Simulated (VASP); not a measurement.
Here is the system:

```yaml
crystal:
  lattice:
    - [0.00000, 2.01538, 2.01538]
    - [2.01538, 0.00000, 2.01538]
    - [2.01538, 2.01538, 0.00000]
  atoms:
    - { symbol: C, position: [0.00000, 0.00000, 0.00000] }
    - { symbol: Si, position: [0.50000, 0.50000, 0.50000] }
```

The numbers are results of r2SCAN meta-GGA, VASP's PBE PAW potentials (set 64) (plane waves; VASP), not measurements. Run with 520 eV cut-off, 17×17×17 Γ-centred mesh, tetrahedra with Blöchl corrections, potentials C Si.

Q: The job: SiC (relaxed from the rocksalt structure, space group Fm-3m), 2 atoms, r2SCAN, static run, 520 eV, 17×17×17 Γ-centred mesh. Roughly how much core time does it take on a busy server core?

A: About 4 core-minutes (one run on a shared machine, a rough figure). It had 165 irreducible k-points, 8 bands, up to 459 plane waves and 19 electronic steps.

The structure was generated: SiC was put into the rocksalt type (Fm-3m), which need not be its known phase. It was relaxed first.
